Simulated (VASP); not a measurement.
Calculation: r2SCAN meta-GGA, VASP's PBE PAW potentials (set 64) (plane waves; VASP 6.6.1).

Input for VASP

### KPOINTS
```
Automatic mesh
0
Gamma
5 7 1
0 0 0
```

INCAR:
```
# general
SYSTEM  = SiC(110) slab
PREC    = Normal
ENCUT   = 450
LREAL   = .False.
LASPH   = .True.

# electronic loop
EDIFF   = 1E-5
NELM    = 100
NELMIN  = 4
ALGO    = Normal
LMIXTAU = .True.

# smearing
ISMEAR  = 0
SIGMA   = 0.05

# functional
METAGGA = R2SCAN

# ions
IBRION  = 2
NSW     = 50
ISIF    = 2
EDIFFG  = -0.03

# output
LWAVE   = .True.
LCHARG  = .False.

# other
LDIPOL  = .True.
IDIPOL  = 3
DIPOL   = 0.5 0.5 0.5
```

POSCAR:
```
SiC(110) slab
1
    4.3550413077    -0.0000000000    -0.0000000000
   -0.0000000000     3.0794796745     0.0000000000
    0.0000000000     0.0000000000    24.2213783033
Si C
6 6
Direct
  0.0000000000   0.0000000000   0.6589240000
  0.5000000000   0.5000000000   0.5953540000
  0.0000000000   0.0000000000   0.5317850000
  0.5000000000   0.5000000000   0.4682150000
  0.0000000000   0.0000000000   0.4046460000
  0.5000000000   0.5000000000   0.3410760000
  0.2500000000   0.0000000000   0.5953540000
  0.7500000000   0.5000000000   0.6589240000
  0.2500000000   0.0000000000   0.4682150000
  0.7500000000   0.5000000000   0.5317850000
  0.2500000000   0.0000000000   0.3410760000
  0.7500000000   0.5000000000   0.4046460000
```

POTCAR, in this order: Si C (PBE.64 set). Program: vasp_std.

**Question.** What will the output report for the number of irreducible k-points (NKPTS), largest plane-wave count, number of space-group operations, FFT grid (NGX, NGY, NGZ)?

**Answer.** 
| Quantity | Result |
|---|---|
| number of irreducible k-points (NKPTS) | 12 |
| largest plane-wave count | 7071 |
| number of space-group operations | 4 |
| FFT grid (NGX, NGY, NGZ) | 24 × 16 × 126 |

The cell is a thin slab with vacuum, built from SiC (zinc blende): (110) face.
